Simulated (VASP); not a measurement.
Output of a VASP run:

File OSZICAR:
```
       N       E                     dE             d eps       ncg     rms          rms(c)
DAV:   1     0.901838019306E+03    0.90184E+03   -0.30902E+04  6030   0.375E+03
DAV:   2     0.136629039236E+03   -0.76521E+03   -0.73836E+03  5184   0.897E+02
DAV:   3    -0.421356551398E+02   -0.17876E+03   -0.17014E+03  5192   0.262E+02
DAV:   4    -0.568029057056E+02   -0.14667E+02   -0.14392E+02  6468   0.843E+01
DAV:   5    -0.571941668559E+02   -0.39126E+00   -0.39014E+00  6298   0.161E+01    0.243E+01
DAV:   6    -0.614920432134E+02   -0.42979E+01   -0.10135E+02  6602   0.788E+01    0.282E+01
DAV:   7    -0.517420196856E+02    0.97500E+01   -0.47330E+01  6238   0.588E+01    0.594E+00
DAV:   8    -0.518855246754E+02   -0.14350E+00   -0.33108E+00  5792   0.869E+00    0.298E+00
DAV:   9    -0.518164580661E+02    0.69067E-01   -0.29971E-01  6670   0.469E+00    0.877E-01
DAV:  10    -0.518129613432E+02    0.34967E-02   -0.26593E-02  6580   0.119E+00    0.292E-01
DAV:  11    -0.518116669902E+02    0.12944E-02   -0.17449E-03  6846   0.372E-01    0.159E-01
DAV:  12    -0.518115317003E+02    0.13529E-03   -0.47807E-04  6928   0.178E-01    0.675E-02
DAV:  13    -0.518115461437E+02   -0.14443E-04   -0.48459E-05  5742   0.636E-02    0.351E-02
DAV:  14    -0.518115500036E+02   -0.38600E-05   -0.53077E-06  5414   0.165E-02    0.945E-03
DAV:  15    -0.518115483216E+02    0.16820E-05   -0.17577E-06  3230   0.144E-02    0.389E-03
DAV:  16    -0.518115472673E+02    0.10543E-05   -0.67371E-07  3048   0.575E-03    0.297E-03
DAV:  17    -0.518115468448E+02    0.42254E-06   -0.22432E-07  2940   0.341E-03
   1 F= -.51811547E+02 E0= -.51812724E+02  d E =-.518115E+02  mag=     4.1336
       N       E                     dE             d eps       ncg     rms          rms(c)
DAV:   1    -0.518165410315E+02   -0.49938E-02   -0.12375E-01  5448   0.390E+00    0.545E-01
DAV:   2    -0.518143349269E+02    0.22061E-02   -0.30217E-02  5880   0.203E+00    0.360E-01
DAV:   3    -0.518124597807E+02    0.18751E-02   -0.93059E-03  6260   0.105E+00    0.218E-01
DAV:   4    -0.518117366682E+02    0.72311E-03   -0.17389E-03  6788   0.395E-01    0.635E-02
DAV:   5    -0.518117148189E+02    0.21849E-04   -0.12502E-04  5660   0.103E-01    0.316E-02
DAV:   6    -0.518117041618E+02    0.10657E-04   -0.23155E-05  6254   0.550E-02    0.164E-02
DAV:   7    -0.518117048533E+02   -0.69153E-06   -0.19741E-06  2950   0.162E-02
   2 F= -.51811705E+02 E0= -.51812902E+02  d E =-.158008E-03  mag=     4.1312
```

**OUTCAR**
```
------------------------ aborting loop because EDIFF is reached ----------------------------------------
  FORCE on cell =-STRESS in cart. coord.  units (eV):
  Direction    XX          YY          ZZ          XY          YZ          ZX
  --------------------------------------------------------------------------------------
  Total        0.0893589      0.0893589      0.0893589      0.0000000      0.0000000      0.0000000
  in kB        1.4172032      1.4172032      1.4172032      0.0000000      0.0000000      0.0000000
  external PRESSURE =       1.4172032 kB  Pullay stress =       0.0000000 kB
  volume of cell :      101.02
      direct lattice vectors                 reciprocal lattice vectors
     4.657348760 -0.000000000  0.000000000     0.214714433 -0.000000000  0.000000000
     0.000000000  4.657348760 -0.000000000     0.000000000  0.214714433 -0.000000000
    -0.000000000  0.000000000  4.657348760     0.000000000  0.000000000  0.214714433
 POSITION                                       TOTAL-FORCE (eV/Angst)
 -----------------------------------------------------------------------------------
      4.02926      2.95676      1.70059        -0.010051      0.010051     -0.010051
      1.70059      4.02926      2.95676        -0.010051     -0.010051      0.010051
      0.62809      0.62809      0.62809         0.010051      0.010051      0.010051
      2.95676      1.70059      4.02926         0.010051     -0.010051     -0.010051
      0.73718      1.59149      3.06586         0.002077     -0.002077      0.002077
      3.06586      0.73718      1.59149         0.002077      0.002077     -0.002077
      3.92017      3.92017      3.92017        -0.002077     -0.002077     -0.002077
      1.59149      3.06586      0.73718        -0.002077      0.002077      0.002077
 -----------------------------------------------------------------------------------
    total drift:                               -0.000005      0.000002     -0.000000
  FREE ENERGIE OF THE ION-ELECTRON SYSTEM (eV)
  ---------------------------------------------------
  free  energy   TOTEN  =       -51.8117048533 eV

  energy  without entropy=      -51.8152961241  energy(sigma->0) =      -51.81290194

 total charge

# of ion       s       p       d       tot
------------------------------------------
    1        0.381   0.508   6.469   7.358
    2        0.381   0.508   6.469   7.358
    3        0.381   0.508   6.469   7.358
    4        0.381   0.508   6.469   7.358
    5        1.115   1.250  10.121  12.486
    6        1.115   1.250  10.121  12.486
    7        1.115   1.250  10.121  12.486
    8        1.115   1.250  10.121  12.486
--------------------------------------------------
tot          5.986   7.029  66.362  79.378

 magnetization (x)

# of ion       s       p       d       tot
------------------------------------------
    1       -0.000  -0.004   1.147   1.142
    2       -0.000  -0.004   1.147   1.142
    3       -0.000  -0.004   1.147   1.142
    4       -0.000  -0.004   1.147   1.142
    5       -0.011  -0.060  -0.005  -0.077
    6       -0.011  -0.060  -0.005  -0.077
    7       -0.011  -0.060  -0.005  -0.077
    8       -0.011  -0.060  -0.005  -0.077
--------------------------------------------------
tot         -0.047  -0.258   4.567   4.262

 reached required accuracy - stopping structural energy minimisation
```
(Selected blocks of OUTCAR.)

File POSCAR:
```
FeGe
1
    4.6612918251     0.0000000000    -0.0000000000
   -0.0000000000     4.6612918251    -0.0000000000
    0.0000000000    -0.0000000000     4.6612918251
Fe Ge
4 4
Direct
  0.8652405561   0.6347594439   0.3652405561
  0.3652405561   0.8652405561   0.6347594439
  0.1347594439   0.1347594439   0.1347594439
  0.6347594439   0.3652405561   0.8652405561
  0.1581307867   0.3418692133   0.6581307867
  0.6581307867   0.1581307867   0.3418692133
  0.8418692133   0.8418692133   0.8418692133
  0.3418692133   0.6581307867   0.1581307867
```

Q: Write an INCAR and KPOINTS that could have produced this output.

A: One answer among several that fit: the input of the run itself, PBE GGA, plane waves, VASP's PBE PAW potentials (set 64).

**INCAR**
```
! general
SYSTEM   =  FeGe
PREC     =  Accurate
ENCUT    =  400
LREAL    =  .False.
LASPH    =  .True.

! electronic loop
EDIFF    =  1E-6
NELM     =  100
ALGO     =  Normal
LMAXMIX  =  4

! smearing
ISMEAR   =  1
SIGMA    =  0.1

! functional
GGA      =  PE

! spin
ISPIN    =  2
MAGMOM   =  4*1.2 4*0.0

! ions
IBRION   =  2
NSW      =  60
ISIF     =  3
EDIFFG   =  -0.02

! output
LWAVE    =  .False.
LCHARG   =  .False.
LORBIT   =  10
```

**KPOINTS**
```
Automatic mesh
0
Gamma
6 6 6
0 0 0
```

POTCAR, in this order: Fe Ge_d (PBE.64 set). Program: vasp_std.

The compound is FeGe in the B20 structure. This run relaxes it. Symmetry was kept, so distortions that lower it aren't found. The start is the result of an earlier pass.
